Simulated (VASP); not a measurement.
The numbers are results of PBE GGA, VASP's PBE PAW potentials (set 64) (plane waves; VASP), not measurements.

VASP input:

**KPOINTS**
```
Automatic mesh
0
Gamma
7 7 7
0 0 0
```

**INCAR**
```
ALGO = VeryFast
EDIFF = 1E-6
ENCUT = 400
GGA = PE
ISIF = 2
ISMEAR = 1
LASPH = T
LCHARG = F
LMAXMIX = 4
LREAL = F
LWAVE = F
NELM = 100
PREC = Accurate
SIGMA = 0.1
SYSTEM = Al3Sc
```

POSCAR:
```
Al3Sc
1
    4.1820000000     0.0000000000     0.0000000000
    0.0000000000     4.1820000000     0.0000000000
    0.0000000000     0.0000000000     4.1820000000
Sc Al
1 3
Direct
  0.0000000000   0.0000000000   0.0000000000
  0.0000000000   0.5000000000   0.5000000000
  0.5000000000   0.0000000000   0.5000000000
  0.5000000000   0.5000000000   0.0000000000
```

POTCAR, in this order: Sc_sv Al (PBE.64 set). Program: vasp_std.

Output

### OSZICAR
```
...
RMM:  12     0.645305966045E+02   -0.26489E+00   -0.22336E+00  1062   0.703E+00    0.222E+01
RMM:  13     0.720837544160E+02    0.75532E+01   -0.16206E+02  1120   0.152E+02    0.404E+01
RMM:  14     0.748611357405E+02    0.27774E+01   -0.37659E+01  1063   0.810E+01    0.871E+00
RMM:  15     0.761285917054E+02    0.12675E+01   -0.58167E+00  1004   0.329E+01    0.683E+00
RMM:  16     0.762289127801E+02    0.10032E+00   -0.18529E+00   917   0.727E+00    0.247E+00
RMM:  17     0.761670999889E+02   -0.61813E-01   -0.78007E-01   986   0.550E+00    0.692E-01
RMM:  18     0.761180357930E+02   -0.49064E-01   -0.44772E-01  1009   0.368E+00    0.465E-01
RMM:  19     0.760798854629E+02   -0.38150E-01   -0.33198E-01   994   0.214E+00    0.162E-01
RMM:  20     0.760574326293E+02   -0.22453E-01   -0.18204E-01  1026   0.134E+00    0.164E-01
RMM:  21     0.760403738509E+02   -0.17059E-01   -0.15026E-01  1029   0.904E-01    0.366E-01
RMM:  22     0.760309160028E+02   -0.94578E-02   -0.90156E-02  1063   0.659E-01    0.403E-01
RMM:  23     0.760247739274E+02   -0.61421E-02   -0.69694E-02  1025   0.607E-01    0.370E-01
RMM:  24     0.760208989219E+02   -0.38750E-02   -0.47494E-02  1032   0.527E-01    0.297E-01
RMM:  25     0.760170822036E+02   -0.38167E-02   -0.39517E-02  1045   0.356E-01    0.289E-01
RMM:  26     0.760152239999E+02   -0.18582E-02   -0.37062E-02  1038   0.104E+00    0.109E-01
RMM:  27     0.760127490644E+02   -0.24749E-02   -0.26779E-02   978   0.435E-01    0.250E-02
RMM:  28     0.760106460281E+02   -0.21030E-02   -0.20586E-02   956   0.311E-01    0.559E-02
RMM:  29     0.760089860066E+02   -0.16600E-02   -0.16774E-02  1001   0.304E-01    0.245E-02
RMM:  30     0.760074146060E+02   -0.15714E-02   -0.15421E-02   901   0.199E-01    0.975E-03
RMM:  31     0.760060097350E+02   -0.14049E-02   -0.13285E-02   915   0.145E-01    0.148E-02
RMM:  32     0.760045353380E+02   -0.14744E-02   -0.13679E-02   841   0.129E-01    0.187E-02
RMM:  33     0.760030275307E+02   -0.15078E-02   -0.13711E-02   883   0.126E-01    0.331E-02
RMM:  34     0.760012977352E+02   -0.17298E-02   -0.15713E-02   780   0.121E-01    0.447E-02
RMM:  35     0.759994525153E+02   -0.18452E-02   -0.16824E-02   735   0.112E-01    0.596E-02
RMM:  36     0.759973578946E+02   -0.20946E-02   -0.19301E-02   771   0.120E-01    0.726E-02
RMM:  37     0.759951763996E+02   -0.21815E-02   -0.20375E-02   847   0.117E-01    0.829E-02
RMM:  38     0.759927790779E+02   -0.23973E-02   -0.22711E-02   665   0.109E-01    0.892E-02
RMM:  39     0.759903329714E+02   -0.24461E-02   -0.23485E-02   716   0.112E-01    0.954E-02
RMM:  40     0.759876659890E+02   -0.26670E-02   -0.25865E-02   713   0.111E-01    0.108E-01
RMM:  41     0.759850405873E+02   -0.26254E-02   -0.25544E-02   655   0.106E-01    0.114E-01
RMM:  42     0.759829597119E+02   -0.20809E-02   -0.20198E-02   635   0.103E-01    0.114E-01
RMM:  43     0.759810721052E+02   -0.18876E-02   -0.18484E-02   671   0.103E-01    0.114E-01
RMM:  44     0.759793018701E+02   -0.17702E-02   -0.17295E-02   616   0.101E-01    0.110E-01
RMM:  45     0.759777183044E+02   -0.15836E-02   -0.15586E-02   869   0.110E-01    0.108E-01
RMM:  46     0.759762421044E+02   -0.14762E-02   -0.14497E-02   628   0.895E-02    0.104E-01
RMM:  47     0.759749227543E+02   -0.13194E-02   -0.12979E-02   709   0.901E-02    0.101E-01
RMM:  48     0.759737136765E+02   -0.12091E-02   -0.11944E-02   660   0.831E-02    0.994E-02
RMM:  49     0.759726347259E+02   -0.10790E-02   -0.10665E-02   629   0.777E-02    0.984E-02
RMM:  50     0.759716479872E+02   -0.98674E-03   -0.97535E-03   626   0.739E-02    0.966E-02
RMM:  51     0.759707641299E+02   -0.88386E-03   -0.87315E-03   594   0.727E-02    0.960E-02
RMM:  52     0.759699599274E+02   -0.80420E-03   -0.79476E-03   610   0.680E-02    0.945E-02
RMM:  53     0.759692418774E+02   -0.71805E-03   -0.71177E-03   597   0.661E-02    0.939E-02
RMM:  54     0.759685923155E+02   -0.64956E-03   -0.64632E-03   623   0.647E-02    0.922E-02
RMM:  55     0.759680071164E+02   -0.58520E-03   -0.58148E-03   691   0.631E-02    0.911E-02
RMM:  56     0.759674755566E+02   -0.53156E-03   -0.52803E-03   674   0.634E-02    0.900E-02
RMM:  57     0.759669923101E+02   -0.48325E-03   -0.47862E-03   645   0.582E-02    0.893E-02
RMM:  58     0.759665556828E+02   -0.43663E-03   -0.43288E-03   623   0.558E-02    0.899E-02
RMM:  59     0.759661637420E+02   -0.39194E-03   -0.39344E-03   612   0.558E-02    0.903E-02
RMM:  60     0.759658054738E+02   -0.35827E-03   -0.35523E-03   591   0.501E-02    0.900E-02
RMM:  61     0.759654736145E+02   -0.33186E-03   -0.32612E-03   585   0.478E-02    0.894E-02
RMM:  62     0.759651782428E+02   -0.29537E-03   -0.29338E-03   549   0.481E-02    0.892E-02
RMM:  63     0.759648815065E+02   -0.29674E-03   -0.27580E-03   865   0.661E-02    0.909E-02
RMM:  64     0.759646351688E+02   -0.24634E-03   -0.24348E-03   685   0.467E-02    0.919E-02
RMM:  65     0.759644029057E+02   -0.23226E-03   -0.23070E-03   609   0.452E-02    0.924E-02
RMM:  66     0.759641964977E+02   -0.20641E-03   -0.20475E-03   601   0.419E-02    0.921E-02
RMM:  67     0.759640009516E+02   -0.19555E-03   -0.19493E-03   565   0.432E-02    0.926E-02
RMM:  68     0.759638272494E+02   -0.17370E-03   -0.17259E-03   594   0.419E-02    0.910E-02
RMM:  69     0.759636549645E+02   -0.17228E-03   -0.16626E-03   578   0.409E-02    0.929E-02
RMM:  70     0.759635072421E+02   -0.14772E-03   -0.14547E-03   555   0.354E-02    0.932E-02
RMM:  71     0.759633517491E+02   -0.15549E-03   -0.14355E-03   676   0.440E-02    0.947E-02
RMM:  72     0.759632223021E+02   -0.12945E-03   -0.12567E-03   657   0.403E-02    0.936E-02
RMM:  73     0.759630863029E+02   -0.13600E-03   -0.12397E-03   722   0.430E-02    0.970E-02
RMM:  74     0.759629785303E+02   -0.10777E-03   -0.10707E-03   584   0.344E-02    0.973E-02
RMM:  75     0.759628707180E+02   -0.10781E-03   -0.10730E-03   575   0.340E-02    0.981E-02
RMM:  76     0.759627720045E+02   -0.98713E-04   -0.95294E-04   611   0.355E-02    0.989E-02
RMM:  77     0.759626782130E+02   -0.93792E-04   -0.93240E-04   577   0.341E-02    0.992E-02
RMM:  78     0.759625692113E+02   -0.10900E-03   -0.81923E-04   782   0.398E-02    0.918E-02
RMM:  79     0.759624574483E+02   -0.11176E-03   -0.83752E-04   822   0.443E-02    0.901E-02
RMM:  80     0.759623758499E+02   -0.81598E-04   -0.73058E-04   688   0.364E-02    0.887E-02
RMM:  81     0.759623013216E+02   -0.74528E-04   -0.73824E-04   599   0.325E-02    0.881E-02
RMM:  82     0.759622396730E+02   -0.61649E-04   -0.61909E-04   580   0.299E-02    0.885E-02
RMM:  83     0.759620666003E+02   -0.17307E-03   -0.71424E-04  1031   0.826E-02    0.985E-02
RMM:  84     0.759620367444E+02   -0.29856E-04   -0.58276E-04   826   0.495E-02    0.929E-02
RMM:  85     0.759620058861E+02   -0.30858E-04   -0.56403E-04   748   0.402E-02    0.865E-02
RMM:  86     0.759619506690E+02   -0.55217E-04   -0.51627E-04   572   0.279E-02    0.878E-02
RMM:  87     0.759619001386E+02   -0.50530E-04   -0.51158E-04   605   0.273E-02    0.871E-02
RMM:  88     0.759618941500E+02   -0.59886E-05   -0.44516E-04   901   0.450E-02    0.748E-02
RMM:  89     0.759618613803E+02   -0.32770E-04   -0.47181E-04   815   0.330E-02    0.698E-02
RMM:  90     0.759618436132E+02   -0.17767E-04   -0.39000E-04   859   0.366E-02    0.616E-02
RMM:  91     0.759618207684E+02   -0.22845E-04   -0.42665E-04   891   0.366E-02    0.532E-02
RMM:  92     0.759618053381E+02   -0.15430E-04   -0.36440E-04   905   0.414E-02    0.425E-02
RMM:  93     0.759617816874E+02   -0.23651E-04   -0.39022E-04   912   0.404E-02    0.321E-02
RMM:  94     0.759617586719E+02   -0.23015E-04   -0.32509E-04   852   0.380E-02    0.239E-02
RMM:  95     0.759617290109E+02   -0.29661E-04   -0.35431E-04   833   0.344E-02    0.177E-02
RMM:  96     0.759617026158E+02   -0.26395E-04   -0.29110E-04   768   0.305E-02    0.137E-02
RMM:  97     0.759616724098E+02   -0.30206E-04   -0.31155E-04   667   0.267E-02    0.117E-02
RMM:  98     0.759616478551E+02   -0.24555E-04   -0.26015E-04   724   0.278E-02    0.737E-03
RMM:  99     0.759616182533E+02   -0.29602E-04   -0.29618E-04   615   0.236E-02    0.618E-03
RMM: 100     0.759615938879E+02   -0.24365E-04   -0.24119E-04   587   0.217E-02
   1 F= 0.75961594E+02 E0= 0.75960912E+02  d E =0.204596E-02
```

### OUTCAR
```
------------------------ aborting loop EDIFF was not reached (unconverged)  ----------------------------
  FORCE on cell =-STRESS in cart. coord.  units (eV):
  Direction    XX          YY          ZZ          XY          YZ          ZX
  --------------------------------------------------------------------------------------
  Total       -6.2076109     -6.2076109     -6.2076109     -0.0000000     -0.0000000     -0.0000000
  in kB     -135.9824892   -135.9824892   -135.9824892     -0.0000000     -0.0000000     -0.0000000
  external PRESSURE =    -135.9824892 kB  Pullay stress =       0.0000000 kB
  volume of cell :       73.14
      direct lattice vectors                 reciprocal lattice vectors
     4.182000000  0.000000000  0.000000000     0.239120038  0.000000000  0.000000000
     0.000000000  4.182000000  0.000000000     0.000000000  0.239120038  0.000000000
     0.000000000  0.000000000  4.182000000     0.000000000  0.000000000  0.239120038
 POSITION                                       TOTAL-FORCE (eV/Angst)
 -----------------------------------------------------------------------------------
      0.00000      0.00000      0.00000         0.000000      0.000000      0.000000
      0.00000      2.09100      2.09100         0.000000      0.000000      0.000000
      2.09100      0.00000      2.09100         0.000000      0.000000      0.000000
      2.09100      2.09100      0.00000         0.000000      0.000000      0.000000
 -----------------------------------------------------------------------------------
    total drift:                               -0.000000     -0.000000     -0.000000
  FREE ENERGIE OF THE ION-ELECTRON SYSTEM (eV)
  ---------------------------------------------------
  free  energy   TOTEN  =        75.9615938879 eV

  energy  without entropy=       75.9595479232  energy(sigma->0) =       75.96091190
```
(Selected blocks of OUTCAR.)

File stdout:
```
...
RMM:  83     0.759620666003E+02   -0.17307E-03   -0.71424E-04  1031   0.826E-02    0.985E-02
RMM:  84     0.759620367444E+02   -0.29856E-04   -0.58276E-04   826   0.495E-02    0.929E-02
RMM:  85     0.759620058861E+02   -0.30858E-04   -0.56403E-04   748   0.402E-02    0.865E-02
WARNING in EDDRMM: call to ZHEGV failed, returncode =   6  3     13
RMM:  86     0.759619506690E+02   -0.55217E-04   -0.51627E-04   572   0.279E-02    0.878E-02
RMM:  87     0.759619001386E+02   -0.50530E-04   -0.51158E-04   605   0.273E-02    0.871E-02
RMM:  88     0.759618941500E+02   -0.59886E-05   -0.44516E-04   901   0.450E-02    0.748E-02
RMM:  89     0.759618613803E+02   -0.32770E-04   -0.47181E-04   815   0.330E-02    0.698E-02
RMM:  90     0.759618436132E+02   -0.17767E-04   -0.39000E-04   859   0.366E-02    0.616E-02
RMM:  91     0.759618207684E+02   -0.22845E-04   -0.42665E-04   891   0.366E-02    0.532E-02
RMM:  92     0.759618053381E+02   -0.15430E-04   -0.36440E-04   905   0.414E-02    0.425E-02
RMM:  93     0.759617816874E+02   -0.23651E-04   -0.39022E-04   912   0.404E-02    0.321E-02
RMM:  94     0.759617586719E+02   -0.23015E-04   -0.32509E-04   852   0.380E-02    0.239E-02
RMM:  95     0.759617290109E+02   -0.29661E-04   -0.35431E-04   833   0.344E-02    0.177E-02
RMM:  96     0.759617026158E+02   -0.26395E-04   -0.29110E-04   768   0.305E-02    0.137E-02
RMM:  97     0.759616724098E+02   -0.30206E-04   -0.31155E-04   667   0.267E-02    0.117E-02
RMM:  98     0.759616478551E+02   -0.24555E-04   -0.26015E-04   724   0.278E-02    0.737E-03
RMM:  99     0.759616182533E+02   -0.29602E-04   -0.29618E-04   615   0.236E-02    0.618E-03
WARNING in EDDRMM: call to ZHEGV failed, returncode =   6  3     12
RMM: 100     0.759615938879E+02   -0.24365E-04   -0.24119E-04   587   0.217E-02

 -----------------------------------------------------------------------------
|                                                                             |
|           W    W    AA    RRRRR   N    N  II  N    N   GGGG   !!!           |
|           W    W   A  A   R    R  NN   N  II  NN   N  G    G  !!!           |
|           W    W  A    A  R    R  N N  N  II  N N  N  G       !!!           |
|           W WW W  AAAAAA  RRRRR   N  N N  II  N  N N  G  GGG   !            |
|           WW  WW  A    A  R   R   N   NN  II  N   NN  G    G                |
|           W    W  A    A  R    R  N    N  II  N    N   GGGG   !!!           |
|                                                                             |
|     The electronic self-consistency was not achieved in the given           |
|     number of steps (NELM). The forces and other quantities evaluated       |
|     might not be reliable so examine the results carefully. If you find     |
|     spurious results, we suggest increasing NELM, if you were close to      |
|     convergence or switching to a different ALGO or adjusting the           |
|     density mixing parameters otherwise.                                    |
|                                                                             |
 -----------------------------------------------------------------------------

   1 F= 0.75961594E+02 E0= 0.75960912E+02  d E =0.204596E-02
```

The run did not converge; its last values are not results.

The compound is Al3Sc in the L1_2 structure. The cell was not relaxed at this level. The run is one of a series of settings (ALGO = VeryFast against the base run), some of them coarse on purpose.
